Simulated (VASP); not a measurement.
Input for VASP

File POSCAR:
```
CsSnI3
1
    6.2082129639     0.0000000000     0.0000000000
    0.0000000000     6.2082129639     0.0000000000
    0.0000000000     0.0000000000     6.2082129639
Cs Sn I
1 1 3
Direct
  0.0000000000   0.0000000000   0.0000000000
  0.5000000000   0.5000000000   0.5000000000
  0.5000000000   0.0000000000   0.5000000000
  0.0000000000   0.5000000000   0.5000000000
  0.5000000000   0.5000000000   0.0000000000
```

File KPOINTS:
```
Automatic mesh
0
Gamma
4 4 4
0 0 0
```

**INCAR**
```
AGGAC = 0.0
ALGO = Normal
EDIFF = 1E-7
ENCUT = 520
GGA = MK
ISIF = 2
ISMEAR = -5
LASPH = .True.
LCHARG = .True.
LEFG = .True.
LMAXMIX = 4
LORBIT = 11
LREAL = .False.
LUSE_VDW = .True.
LWAVE = .False.
NEDOS = 601
NELM = 100
PARAM1 = 0.1234568
PARAM2 = 0.7114
PREC = Accurate
SYSTEM = CsSnI3
ZAB_VDW = -1.8867
```

POTCAR, in this order: Cs_sv Sn_d I (PBE.64 set). Program: vasp_std.

**Question.** Translate this rev-vdW-DF2 calculation to Quantum ESPRESSO's pw.x.

**Answer.** One equivalent input (not run):
```
&CONTROL
  calculation = 'scf'
  pseudo_dir = './pseudo'
  outdir = './out'
  tprnfor = .true.
  tstress = .true.
/
&SYSTEM
  ibrav = 0
  nat = 5
  ntyp = 3
  ecutwfc = 72
  occupations = 'tetrahedra'
  input_dft = 'vdw-df2-b86r'
/
&ELECTRONS
  conv_thr = 7.3e-09
  electron_maxstep = 100
/
ATOMIC_SPECIES
  Cs 132.905 Cs.upf
  Sn 118.710 Sn.upf
  I 126.904 I.upf
CELL_PARAMETERS angstrom
     6.2082130    0.0000000    0.0000000
     0.0000000    6.2082130    0.0000000
     0.0000000    0.0000000    6.2082130
ATOMIC_POSITIONS crystal
  Cs   0.0000000  0.0000000  0.0000000
  Sn   0.5000000  0.5000000  0.5000000
  I    0.5000000  0.0000000  0.5000000
  I    0.0000000  0.5000000  0.5000000
  I    0.5000000  0.5000000  0.0000000
K_POINTS automatic
  4 4 4 0 0 0
```
What does not carry over: the potentials are each code's own (VASP's PAW set, PseudoDojo norm-conserving files in pw.x), so ENCUT and ecutwfc are chosen apart and not converted; conv_thr bounds pw.x's estimated SCF error, while EDIFF bounds the energy change between steps; the field gradients of LEFG aren't asked of the other code.

The compound is CsSnI3 in the cubic perovskite structure, the ideal cubic form; the compound distorts at low or room temperature. It was relaxed first.
